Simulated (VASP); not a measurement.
# Si (P6/mmm) in VASP: a series of runs, part 2 of 2

VASP 6.6.1. Earlier steps stand in the parts before.

### 3 Single point, LDA (strain -0.0450 x Voigt [1, 1, 0, 0, 0, 0], atoms carried along)

The input, INCAR:

```
SYSTEM = Si
PREC = Accurate
ENCUT = 520
EDIFF = 1E-6
ISMEAR = 0
SIGMA = 0.15
LREAL = .FALSE.
LASPH = .TRUE.
NELM = 60
ALGO = Normal
ISIF = 2
LWAVE = .FALSE.
LCHARG = .TRUE.
GGA = CA
LELF = .TRUE.
LVHAR = .TRUE.
NBANDS = 8
```

The input, KPOINTS:

```
Automatic mesh
0
G
  21 21 20
  0 0 0
```

The input, POSCAR:

```
Si
1.0
    2.5026183882      0.0000000000      0.0000000000
   -1.2513091941      2.1673311002      0.0000000000
    0.0000000000      0.0000000000      2.4663543900
Si
1
Direct
    0.0000000000      0.0000000000      0.0000000000
```

Potentials or basis: VASP PAW LDA potentials, release 64 (Si).

On the command line:

```sh
cat potpaw_LDA.64/Si/POTCAR > POTCAR
mpirun -np 1 vasp_std > vasp.out
```

It took 24 s on 1 thread of Intel Xeon Platinum 8488C (Sapphire Rapids), shared host; peak memory 0.15 GiB.

It converged, with:

```
Free energy            : -5.6780 eV
Pressure               : 11.9 GPa
Band gap on the k mesh : none (metal or under the smearing width)
```

Stress tensor (GPa, compression positive):
```
16.58  0.00  0.00
 0.00 16.58  0.00
 0.00  0.00  2.41
```

Levels at points of the mesh, in eV from the Fermi level:
| k point | band 1 | band 2 | band 3 | band 4 | band 5 | band 6 |
| --- | --- | --- | --- | --- | --- | --- |
| (0.00, 0.00, 0.00) | -14.96 | 7.04 | 7.11 | 12.22 | 12.22 | 13.13 |
| (0.00, 0.00, 0.50) | -10.21 | -7.89 | 15.60 | 15.60 | 15.74 | 15.74 |

### 4 Single point, LDA (strain -0.0600 x Voigt [1, 1, 0, 0, 0, 0], atoms carried along)

The input, INCAR:

```
SYSTEM = Si
PREC = Accurate ; ENCUT = 520
EDIFF = 1E-7 ; ISMEAR = 0
SIGMA = 0.15 ; LREAL = .FALSE.
LASPH = .TRUE. ; NELM = 100
ALGO = Normal ; ISIF = 2
LWAVE = .FALSE. ; LCHARG = .FALSE.
GGA = CA ; NBANDS = 8
```

The input, KPOINTS:

```
regular mesh
0
G
  21 21 20
  0 0 0
```

The input, POSCAR:

```
Si
1.0
    2.4633102460      0.0000000000      0.0000000000
   -1.2316551230      2.1332892504      0.0000000000
    0.0000000000      0.0000000000      2.4663543900
Si
1
Direct
    0.0000000000      0.0000000000      0.0000000000
```

Potentials or basis: VASP PAW LDA potentials, release 64 (Si).

On the command line:

```sh
cat potpaw_LDA.64/Si/POTCAR > POTCAR
mpirun -np 1 vasp_std > vasp.out
```

OUTCAR:

```text
SYSTEM = Si
   PREC = Accurate
   ENCUT = 520
   EDIFF = 1E-7
   ISMEAR = 0
   LREAL = .FALSE.
   LASPH = .TRUE.
   NELM = 100
   ISIF = 2
   GGA = CA

 ion  position               nearest neighbor table
   1  0.000  0.000  0.000-

  LATTYP: Found a hexagonal cell.
 ALAT       =     2.4633102460
 C/A-ratio  =     1.0012357940

  Lattice vectors:

 A1 = (   2.4633102460,   0.0000000000,   0.0000000000)
 A2 = (  -1.2316551230,   2.1332892504,   0.0000000000)
[... 444 lines left out ...]
      8      33.1736      0.00000

 [... further k-points ...]

------------------------ aborting loop because EDIFF is reached ----------------------------------------

  FORCE on cell =-STRESS in cart. coord.  units (eV):
  Direction    XX          YY          ZZ          XY          YZ          ZX
  --------------------------------------------------------------------------------------
  -------------------------------------------------------------------------------------
  Total        1.9498832      1.9498832      0.3774261      0.0000000     -0.0000000      0.0000000
  in kB      241.0431752    241.0431752     46.6571455      0.0000000     -0.0000000      0.0000000
  external PRESSURE =     176.2478320 kB  Pullay stress =       0.0000000 kB

 VOLUME and BASIS-vectors are now :
 -----------------------------------------------------------------------------
  energy-cutoff  :      520.00
  volume of cell :       12.96
      direct lattice vectors                 reciprocal lattice vectors
     2.463310246  0.000000000  0.000000000     0.405957797  0.234379843  0.000000000
    -1.231655123  2.133289250  0.000000000     0.000000000  0.468759686  0.000000000
     0.000000000  0.000000000  2.466354390     0.000000000  0.000000000  0.405456736

 POSITION                                       TOTAL-FORCE (eV/Angst)
 -----------------------------------------------------------------------------------
      0.00000      0.00000      0.00000        -0.000000      0.000000      0.000000
 -----------------------------------------------------------------------------------
    total drift:                               -0.000000      0.000000      0.000000

  FREE ENERGIE OF THE ION-ELECTRON SYSTEM (eV)
  ---------------------------------------------------
  free  energy   TOTEN  =        -5.6253154073 eV

  energy  without entropy=       -5.6212645499  energy(sigma->0) =       -5.62328998
```

OSZICAR:

```text
N       E                     dE             d eps       ncg     rms          rms(c)
DAV:   1    -0.283353315411E+01   -0.28335E+01   -0.19213E+03  9248   0.388E+02
DAV:   2    -0.562746857820E+01   -0.27939E+01   -0.26274E+01 12232   0.324E+01
DAV:   3    -0.564446045016E+01   -0.16992E-01   -0.16984E-01  9760   0.264E+00
DAV:   4    -0.564447823348E+01   -0.17783E-04   -0.17783E-04 13920   0.908E-02
DAV:   5    -0.564447823684E+01   -0.33573E-08   -0.32820E-08  9840   0.749E-04    0.388E+00
DAV:   6    -0.563265859280E+01    0.11820E-01   -0.12284E-03 10168   0.175E-01    0.223E+00
DAV:   7    -0.562535011934E+01    0.73085E-02   -0.23926E-03  9232   0.256E-01    0.152E-01
DAV:   8    -0.562531681462E+01    0.33305E-04   -0.70994E-05 12760   0.488E-02    0.144E-02
DAV:   9    -0.562531559147E+01    0.12232E-05   -0.18457E-06  9792   0.103E-02    0.562E-03
DAV:  10    -0.562531540648E+01    0.18499E-06   -0.55529E-07 11920   0.312E-03    0.524E-04
DAV:  11    -0.562531540731E+01   -0.83003E-09   -0.14465E-08  5264   0.943E-04
   1 F= -.56253154E+01 E0= -.56232900E+01  d E =-.405086E-02
```

stdout:

```text
POSCAR found type information on POSCAR Si
 POSCAR found :  1 types and       1 ions
 scaLAPACK will be used
 LDA part: xc-table for (Slater(with rela. corr.)+CA(PZ))
 , standard interpolation
 POSCAR, INCAR and KPOINTS ok, starting setup
 FFT: planning ... GRIDC
 FFT: planning ... GRID_SOFT
 FFT: planning ... GRID
 WAVECAR not read
 entering main loop
```

Wall time 22 s (1 thread of Intel Xeon Platinum 8488C (Sapphire Rapids), shared host); peak memory 0.14 GiB.

Results:

- Free energy: -5.6253 eV
- Pressure: 17.6 GPa
- Band gap on the k mesh: none (metal or under the smearing width)

Levels at points of the mesh, in eV from the Fermi level:
| k point | band 1 | band 2 | band 3 | band 4 | band 5 | band 6 |
| --- | --- | --- | --- | --- | --- | --- |
| (0.00, 0.00, 0.00) | -15.26 | 6.82 | 6.83 | 12.98 | 12.98 | 13.46 |
| (0.00, 0.00, 0.50) | -10.56 | -8.14 | 15.85 | 15.85 | 16.50 | 16.50 |

Caveat: so large a pressure means that the cell lies far from this level's equilibrium, or that cutoff or potentials fall short.

### 5 The runs side by side

| cell | gap on the mesh (eV) | pressure (GPa) |
| --- | --- | --- |
| strain +0.0600 x Voigt [1, 1, 0, 0, 0, 0], atoms carried along | none | -10.1 |
| strain -0.0450 x Voigt [1, 1, 0, 0, 0, 0], atoms carried along | none | 11.9 |
| strain -0.0600 x Voigt [1, 1, 0, 0, 0, 0], atoms carried along | none | 17.6 |

Alike in all rows: task single point; level LDA; potentials or basis VASP PAW LDA potentials, release 64 (Si); no spin polarisation; k mesh 21 × 21 × 20; cutoff (eV) 520; smearing gaussian 0.15 eV.

Caveats: so large a pressure means that the cell lies far from this level's equilibrium, or that cutoff or potentials fall short (some runs).

Total energies depend on the potentials used, so only differences within one code and one set of settings carry meaning.
